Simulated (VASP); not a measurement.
Method: RPBE GGA, VASP's PBE PAW potentials (set 64) (plane waves; VASP 6.6.1).

A VASP calculation is set up with these files.

File KPOINTS:
```
Automatic mesh
0
Gamma
15 15 15
0 0 0
```

### INCAR
```
ALGO=Normal
EDIFF=1E-7
ENCUT=520
GGA=RP
ISIF=2
ISMEAR=-5
LASPH=.TRUE.
LCHARG=.TRUE.
LEFG=.TRUE.
LMAXMIX=6
LORBIT=11
LREAL=.FALSE.
LWAVE=.FALSE.
NEDOS=601
NELM=100
PREC=Accurate
SYSTEM=WSi2
```

POSCAR:
```
WSi2
1
   -1.6213329626     1.6213329626     3.9466394528
    1.6213329626    -1.6213329626     3.9466394528
    1.6213329626     1.6213329626    -3.9466394528
Si W
2 1
Direct
  0.6656415847   0.6656415847   1.0000000000
  0.3343584153   0.3343584153   0.0000000000
  1.0000000000   1.0000000000   1.0000000000
```

POTCAR, in this order: Si W_sv (PBE.64 set). Program: vasp_std.

Output

File OUTCAR:
```
 ion  position               nearest neighbor table
   1  0.666  0.666  0.000-   2 2.61   3 2.64   3 2.64   3 2.64   3 2.64   3 2.64   2 2.65   2 2.65
                             2 2.65   2 2.65
   2  0.334  0.334  0.000-   1 2.61   3 2.64   3 2.64   3 2.64   3 2.64   3 2.64   1 2.65   1 2.65
                             1 2.65   1 2.65
   3  0.000  0.000  0.000-   1 2.64   2 2.64   1 2.64   2 2.64   1 2.64   1 2.64   1 2.64   2 2.64
                             2 2.64   2 2.64
  LATTYP: Found a body centered tetragonal cell.
 ALAT       =     3.2426659252
 C/A-ratio  =     2.4341942980
 Subroutine PRICEL returns:
 Original cell was already a primitive cell.
 Subroutine GETGRP returns: Found 16 space group operations
The static configuration has the point symmetry D_4h.
The dynamic configuration has the point symmetry D_4h.
 Subroutine INISYM returns: Found 16 space group operations
 Subroutine IBZKPT returns following result:
 Found    288 irreducible k-points:

 Following reciprocal coordinates:
            Coordinates               Weight
  0.000000  0.000000  0.000000      1.000000
  0.066667  0.000000 -0.000000      8.000000
  0.133333 -0.000000  0.000000      8.000000
  0.200000  0.000000  0.000000      8.000000
  0.266667 -0.000000  0.000000      8.000000
  0.333333  0.000000  0.000000      8.000000
  0.400000  0.000000 -0.000000      8.000000
  0.466667  0.000000 -0.000000      8.000000
  0.066667  0.066667  0.000000      8.000000
  0.133333  0.066667  0.000000     16.000000
  0.200000  0.066667  0.000000     16.000000
  0.266667  0.066667  0.000000     16.000000
  0.333333  0.066667  0.000000     16.000000
  0.400000  0.066667 -0.000000     16.000000
  0.466667  0.066667  0.000000     16.000000
 -0.466667  0.066667  0.000000     16.000000
 -0.400000  0.066667  0.000000     16.000000
 -0.333333  0.066667  0.000000     16.000000
 -0.266667  0.066667 -0.000000     16.000000
...
```

### OSZICAR
```
       N       E                     dE             d eps       ncg     rms          rms(c)
DAV:   1     0.126350933652E+03    0.12635E+03   -0.11178E+04  8640   0.148E+03
DAV:   2    -0.202580767763E+02   -0.14661E+03   -0.14516E+03  9858   0.357E+02
DAV:   3    -0.244873767886E+02   -0.42293E+01   -0.41776E+01 11762   0.518E+01
DAV:   4    -0.245165536582E+02   -0.29177E-01   -0.29179E-01  9648   0.517E+00
DAV:   5    -0.245169450297E+02   -0.39137E-03   -0.39185E-03 11965   0.594E-01    0.241E+01
DAV:   6    -0.237546349147E+02    0.76231E+00   -0.47791E+00 10446   0.161E+01    0.821E+00
DAV:   7    -0.236769661915E+02    0.77669E-01   -0.31878E-01  9732   0.330E+00    0.443E+00
DAV:   8    -0.236544677761E+02    0.22498E-01   -0.50235E-02 11209   0.205E+00    0.342E-01
DAV:   9    -0.236541264384E+02    0.34134E-03   -0.12646E-03 10320   0.309E-01    0.209E-01
DAV:  10    -0.236540711896E+02    0.55249E-04   -0.37599E-04 10817   0.195E-01    0.377E-02
DAV:  11    -0.236540621294E+02    0.90601E-05   -0.46224E-05 10971   0.570E-02    0.166E-02
DAV:  12    -0.236540632663E+02   -0.11369E-05   -0.20685E-06 10656   0.103E-02    0.382E-03
DAV:  13    -0.236540621306E+02    0.11356E-05   -0.35452E-07  9920   0.582E-03    0.571E-04
DAV:  14    -0.236540619599E+02    0.17075E-06   -0.14879E-08  5307   0.136E-03    0.416E-04
DAV:  15    -0.236540619726E+02   -0.12672E-07   -0.40102E-09  4922   0.714E-04
   1 F= -.23654062E+02 E0= -.23654062E+02  d E =0.000000E+00
```

**OUTCAR**
```
------------------------ aborting loop because EDIFF is reached ----------------------------------------
  FORCE on cell =-STRESS in cart. coord.  units (eV):
  Direction    XX          YY          ZZ          XY          YZ          ZX
  --------------------------------------------------------------------------------------
  Total       -0.0265905     -0.0265905     -0.0457883      0.0000000      0.0000000     -0.0000000
  in kB       -1.0266095     -1.0266095     -1.7677995      0.0000000      0.0000000     -0.0000000
  external PRESSURE =      -1.2736728 kB  Pullay stress =       0.0000000 kB
  volume of cell :       41.50
      direct lattice vectors                 reciprocal lattice vectors
    -1.621332963  1.621332963  3.946639453     0.000000000  0.308388228  0.126690063
     1.621332963 -1.621332963  3.946639453     0.308388228  0.000000000  0.126690063
     1.621332963  1.621332963 -3.946639453     0.308388228  0.308388228  0.000000000
 POSITION                                       TOTAL-FORCE (eV/Angst)
 -----------------------------------------------------------------------------------
      0.00000      0.00000      5.25409        -0.000000     -0.000000     -0.034441
      0.00000      0.00000      2.63918         0.000000      0.000000      0.034441
      0.00000      0.00000      0.00000        -0.000000     -0.000000     -0.000000
 -----------------------------------------------------------------------------------
    total drift:                                0.000000     -0.000000     -0.000000
  FREE ENERGIE OF THE ION-ELECTRON SYSTEM (eV)
  ---------------------------------------------------
  free  energy   TOTEN  =       -23.6540619726 eV

  energy  without entropy=      -23.6540619726  energy(sigma->0) =      -23.65406197

 total charge

# of ion       s       p       d       tot
------------------------------------------
    1        0.735   0.874   0.000   1.609
    2        0.735   0.874   0.000   1.609
    3        2.307   6.293   3.546  12.146
--------------------------------------------------
tot          3.777   8.040   3.546  15.363

 Electric field gradients after diagonalization (V/A^2)
 (convention: |V_zz| > |V_xx| > |V_yy|)
----------------------------------------------------------------------
 ion       V_xx      V_yy      V_zz     asymmetry (V_yy - V_xx)/ V_zz
----------------------------------------------------------------------
   1       4.675     4.675    -9.350       0.000
   2       4.675     4.675    -9.350       0.000
   3      67.676    67.676  -135.352       0.000
```
(Selected blocks of OUTCAR.)

**OUTCAR**
```
 val. band max:       11.6642924863   @ k =  -0.2667  -0.2667   0.2000

 cond. band min:      11.6098856327   @ k =  -0.4667   0.4667   0.3333


 Fermi energy:        11.6732928084

 k-point     1 :       0.0000    0.0000    0.0000
  band No.  band energies     occupation
      1     -62.2553      2.00000
      2     -26.4875      2.00000
      3     -26.4795      2.00000
      4     -26.4795      2.00000
      5      -2.1919      2.00000
      6       4.9941      2.00000
      7       7.9337      2.00000
      8       8.4991      2.00000
      9       8.8954      2.00000
     10       8.8954      2.00000
     11      12.2719     -0.11587
     12      14.2684      0.00000
     13      14.6313      0.00000
     14      14.6781      0.00000
     15      14.6781      0.00000

 k-point     2 :       0.0667    0.0000   -0.0000
  band No.  band energies     occupation
      1     -62.2550      2.00000
      2     -26.4880      2.00000
      3     -26.4869      2.00000
      4     -26.4788      2.00000
      5      -2.1090      2.00000
      6       4.9965      2.00000
      7       7.6938      2.00000
      8       8.4976      2.00000
      9       8.9515      2.00000
     10       8.9872      2.00000
     11      11.9359      0.33497
     12      14.0454      0.00000
     13      14.3614      0.00000
     14      14.8754      0.00000
     15      15.0634      0.00000

 k-point     3 :       0.1333   -0.0000    0.0000
  band No.  band energies     occupation
      1     -62.2542      2.00000
      2     -26.5120      2.00000
      3     -26.4851      2.00000
      4     -26.4766      2.00000
      5      -1.8629      2.00000
      6       4.9832      2.00000
      7       7.1844      2.00000
      8       8.4423      2.00000
      9       9.1139      2.00000
     10       9.1385      2.00000
     11      11.2903      2.04934
     12      13.4602      0.00000
     13      13.9571      0.00000
     14      15.4698      0.00000
     15      15.7468      0.00000
...
```

For a metal the tetrahedron method with Blöchl corrections gives inexact stress and forces. Unless said otherwise, spin-orbit coupling is left out, though it shifts the bands of the heavy elements here.

The compound is WSi2 in the MoSi2 type structure. It was relaxed first.
